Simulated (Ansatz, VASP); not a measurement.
# Cross-check of NaMgF3 between VASP and Ansatz, part 2 of 2

Aim: how closely do two programs agree when they are given the same cell, functional and k mesh? The cell is taken from a series of runs on this material, whose earlier steps may have relaxed, scaled, displaced or heated it; both programs get it as it stands.

VASP 6.6.1 and Ansatz 0.2.0.

So far: The starting structure; VASP: dielectric response, LDA.

## Step 3: Ansatz: dielectric response, LDA

Level of this step: Ansatz beside VASP: Kohn-Sham DFT, plane waves, LDA (Ansatz).

Ansatz runs on its default PAW (the set named soft_2) files.

The same cell, functional (in two slightly different forms) and mesh now go to Ansatz, which takes its cutoff from its data sets.

input.yaml

```yaml
crystal:
  lattice:
    - [3.950839, 0.0, 0.0]
    - [0.0, 3.950839, 0.0]
    - [0.0, 0.0, 3.950839]
  atoms:
    - { symbol: Na, position: [0.0, 0.0, 0.0] }
    - { symbol: Mg, position: [0.5, 0.5, 0.5] }
    - { symbol: F, position: [0.5, 0.5, 0.0] }
    - { symbol: F, position: [0.5, 0.0, 0.5] }
    - { symbol: F, position: [0.0, 0.5, 0.5] }
kpoints:
  mp_grid: { grid: [6, 6, 6] }
hamiltonian:
  xc: lda
scf:
  occupations: { method: fixed }
dielectric: {}
```

On the command line:

```console
ansatz run input.yaml --threads 1 --pin off --max-ram 1382MiB --backend cpu --events-out ev --progress --plain --runs-dir out
```

Numbers of over 12 decimals in the logs are rounded to 6 here.

What it wrote:

```text
Engine: ansatz 0.2.0, aarch64-unknown-linux-gnu
Pseudopotentials: kind: paw
Pseudopotential: Na, paw, valence charge 9, recommended cutoff 420 eV (normal), Na.paw.azcp
Pseudopotential: Mg, paw, valence charge 10, recommended cutoff 420 eV (normal), Mg.paw.azcp
Pseudopotential: F, paw, valence charge 7, recommended cutoff 420 eV (normal), F.paw.azcp
Functional definition: SPW92
  exchange = slater_x
  correlation = pw_c
Crystal: 5 atoms, lattice volume = 61.669 Å³
Basis set: ecut = 420 eV, 1213 PW (Γ), exchange–correlation on 54×54×54 points (8 copies of the dense FFT grid, shifted against one another)
Bands: 25, of which v1, the nominal top of the filled ones, is band 20 counted from 1 (19 counted from 0)
Symmetry: 48 space group operations
k-points: 40 of 216 (irreducible under 8 space group operations, time reversal used)
Non-local potential: Na, projectors of the file, l = 0: 3, l = 1: 2, l = 2: 1
Non-local potential: Mg, projectors of the file, l = 0: 3, l = 1: 2, l = 2: 1
Non-local potential: F, projectors of the file, l = 0: 2, l = 1: 2, l = 2: 1
PAW form: soft (Blöchl's): semilocal exchange-correlation on the pseudo side does not see the compensation charge
PAW frozen core: Na, regenerated for the run's functional, and the local potential with it (the file was generated under x = pbe(κ = 0.804, μ = 0.219515), c = pbe(β = 0.066725))
PAW frozen core: Mg, regenerated for the run's functional, and the local potential with it (the file was generated under x = pbe(κ = 0.804, μ = 0.219515), c = pbe(β = 0.066725))
PAW frozen core: F, regenerated for the run's functional, and the local potential with it (the file was generated under x = pbe(κ = 0.804, μ = 0.219515), c = pbe(β = 0.066725))
PAW one-centre angular grid: Na, 110 points (default); XC on 64 Gauss nodes
PAW one-centre angular grid: Mg, 110 points (default); XC on 64 Gauss nodes
PAW one-centre angular grid: F, 110 points (default); XC on 64 Gauss nodes
Initial density: superposition of atomic densities (neutral atoms: chi_scale 0, normalization atom), corrected by the library's trained network
Initial wavefunctions: pseudopotential atomic-orbital guess
Functional: x = slater, c = lda
SCF iter   1: F=—  HF=-5757.236097 eV  |F-HF|=—  |Δ(HF+E_count)|=         —  Δρ=1.98e-2  dr2=1.69e-1  ethr=1.77e-3  ⟨swp⟩=4.8  Hψ=3930  notcnv=0  defer=107
preconditioner: auto → Resta (q_TF=auto, 2.538 Å⁻¹)  ε∞=2.6  [insulator: Δε(μ)=5.343 eV  Ē_g=20.406 eV  n_scr=18 (ndim 8)  ℏωp=25.9 eV  f_vac=0.129  ε∞_Penn≈2.6]
SCF iter   2: F=—  HF=-5757.181019 eV  |F-HF|=—  |Δ(HF+E_count)|=   5.51e-2  Δρ=5.33e-3  dr2=4.76e-3  ethr=4.22e-4  ⟨swp⟩=2.0  Hψ=1802  notcnv=0  defer=109
SCF iter   3: F=—  HF=-5757.178843 eV  |F-HF|=—  |Δ(HF+E_count)|=   2.18e-3  Δρ=1.84e-3  dr2=1.22e-3  ethr=1.19e-5  ⟨swp⟩=2.0  Hψ=1750  notcnv=0  defer=111
SCF iter   4: F=—  HF=-5757.178484 eV  |F-HF|=—  |Δ(HF+E_count)|=   3.59e-4  Δρ=7.30e-4  dr2=1.78e-4  ethr=3.05e-6  ⟨swp⟩=1.0  Hψ=960  notcnv=0  defer=76
SCF iter   5: F=—  HF=-5757.178418 eV  |F-HF|=—  |Δ(HF+E_count)|=   6.62e-5  Δρ=1.20e-4  dr2=6.21e-6  ethr=4.45e-7  ⟨swp⟩=2.1  Hψ=1316  notcnv=0  defer=40
SCF iter   6: F=—  HF=-5757.178414 eV  |F-HF|=—  |Δ(HF+E_count)|=   3.84e-6  Δρ=2.12e-5  dr2=2.09e-7  ethr=1.55e-8  ⟨swp⟩=2.8  Hψ=1862  notcnv=0  defer=40
SCF iter   7: F=—  HF=-5757.178412 eV  |F-HF|=—  |Δ(HF+E_count)|=   1.75e-6  Δρ=4.11e-6  dr2=1.06e-8  ethr=5.22e-10  ⟨swp⟩=2.0  Hψ=1240  notcnv=0  defer=40
SCF iter   8: F=—  HF=-5757.178412 eV  |F-HF|=—  |Δ(HF+E_count)|=   3.65e-9  Δρ=8.00e-7  dr2=1.56e-10  ethr=2.65e-11  ⟨swp⟩=2.0  Hψ=1608  notcnv=0  defer=40
SCF iter   9: F=-5757.178412 eV  HF=-5757.178412 eV  |F-HF|=9.09e-13  |Δ(HF+E_count)|=  8.73e-11  Δρ=6.23e-8  dr2=1.58e-12  ethr=1.00e-12  ⟨swp⟩=7.9  Hψ=3397  notcnv=0
SCF 1 converged in 9 iterations: F = -5757.178412 eV  dr2 = 1.58e-12
  greatest PAW one-centre occupation: 1.000 electrons in one spin orbital (limit 2), on the Mg atom at site 1 (counted from 0), in its partial waves of l = 1
DFPT response loops at Γ: preconditioner auto → none (the input reference at scf.mixing.eps_inf says where Resta's filter doesn't serve); β = 0.50; Broyden in place of MSR1
SCF converged after 9 iterations
Free energy (F): -5757.178412 eV
Harris-Foulkes:  -5757.178412 eV  (|F-HF|=9.09e-13)
Internal energy: -5757.178412 eV  (E = F + TS)
E sigma→0 (E₀):  -5757.178412 eV
Fermi energy:    1.111075 eV
--- Per-component energies (eV) ---
  E_band       = -675.338928
  E_kinetic    = 815.448347
  E_local      = -4503.332932  (includes V_loc(G=0)·N_el)
  E_nonlocal   = 439.242135
  E_hartree    = 1617.506976
  E_xc         = -302.466991
  E_vxc        = -392.021142  (∫ρ·V_xc dr)
  E_paw        = -1078.422886  (= ΣΔE_a)
  E_vpaw       = -269.695329  (= ΣTr[D̂ρ^β])
  E_aug_tail   = 0.006046  (compensation charges beyond the density's cutoff)
  E_ewald      = -2745.790231
  E_core_change = 0.631125  (= ΣΔE_core)
  E_smearing   = -0.000000  (= −TS)
  E_closure    = -0.000000  (closes the sum)
  Σ components = -5757.178412   (vs F -5757.178412, Δ=0.00e0)
--- Band table (eV; the first three rows and the last of 40) ---
  k-point 0: bands = [... 16 lower, 0.4633, 0.6598, 0.6598, 0.6598, 6.7448, 13.9835, 14.2349, 14.2349, ... 1 higher]
  k-point 1: bands = [... 16 lower, 0.3976, 0.4110, 0.6223, 0.6223, 7.2085, 13.1485, 14.3542, 14.5563, ... 1 higher]
  k-point 2: bands = [... 16 lower, 0.1959, 0.3091, 0.5930, 0.5930, 8.3638, 11.5459, 15.1140, 15.2857, ... 1 higher]
  k-point 39: bands = [... 16 lower, -0.0612, 1.1111, 1.1111, 1.1111, 11.0522, 13.5707, 13.5707, 13.5707, ... 1 higher]
--- Dielectric response (ions clamped): 1 representative field direction + reference, on 40 of 216 k-points (Σ response iterations 7) ---
  k mesh reduced under 8 symmetry operations, with k and −k counted as one. Each operation leaves every solved perturbation unchanged. A smaller set is not considered because the run solves the response to a homogeneous field
  ε∞ (high-frequency dielectric tensor):
        1.967173     0.000000     0.000000
        0.000000     1.967173     0.000000
       -0.000000     0.000000     1.967173
  Born effective charges Z* (e; rows j = field, columns β = displacement):
    site 0:
         1.14723    0.00000    0.00000
         0.00000    1.14723    0.00000
        -0.00000    0.00000    1.14723
    site 1:
         1.93004    0.00000    0.00000
         0.00000    1.93004    0.00000
         0.00000    0.00000    1.93004
    site 2:
        -0.88980   -0.00000    0.00000
         0.00000   -0.88980    0.00000
         0.00000    0.00000   -1.29767
    site 3:
        -0.88980   -0.00000    0.00000
        -0.00000   -1.29767    0.00000
         0.00000    0.00000   -0.88980
    site 4:
        -1.29767   -0.00000    0.00000
         0.00000   -0.88980    0.00000
         0.00000    0.00000   -0.88980
  Z* charge neutrality: 2.646e-5 e pre-enforcement
  k-mesh period / interband length: 23.7 Å / 0.92 Å = 25.83 at k = (0.0000, 0.0000, 0.0000), direct gap 6.085 eV — 14 or more, which is no proof of convergence
```

In the SCF lines HF is the Harris–Foulkes energy and dr2 the Hartree energy of the density residual, in eV; the loop may stop once dr2 is under the threshold and the program's other checks hold. Hψ counts applications of the Hamiltonian.

## Step 4: Comparison

Known differences besides the potentials themselves: the two LDA forms differ slightly; fixed occupations in Ansatz, narrow Gaussian smearing in VASP; the data sets hold 40 valence electrons in Ansatz (on its default PAW (the set named soft_2) files) and 30 in VASP; the cutoff is 420 eV in Ansatz and 520 eV in VASP; VASP's log shows a relativistic correction to its local exchange, Ansatz's none. Total energies have different zeros and are not compared.

The two programs side by side:

```
quantity  Ansatz  VASP  difference
   ε∞ xx    1.97  1.94     +1.26 %
   ε∞ yy    1.97  1.94     +1.26 %
   ε∞ zz    1.97  1.94     +1.26 %
```

## Step 5: What came out

| Property | Result |
| --- | --- |
| difference in ε∞ xx (dielectric response, LDA) | 1.3 % |

In words: The difference in ε∞ xx is 1.3 % (dielectric response, LDA), within the 5 % picked in this series as the mark of a large difference. The data sets hold unlike numbers of valence electrons (40 in Ansatz and 30 in VASP), so part of the differences comes from the potentials. How closely two codes agree says nothing of how well the functional describes the real material.

[Lines on the potential files, build, host, timing and source positions are cut from VASP's logs without a mark.]

[Logs are printed without paths, hosts, clocks, repeated set-up lines and the standing remarks that a program may print on its own settings, such as how far it seeks lower states.]

[Hosts, paths, dates, database ids (printed as entryN), source tags and the programs' standing remarks are cut or masked in the printed files.]
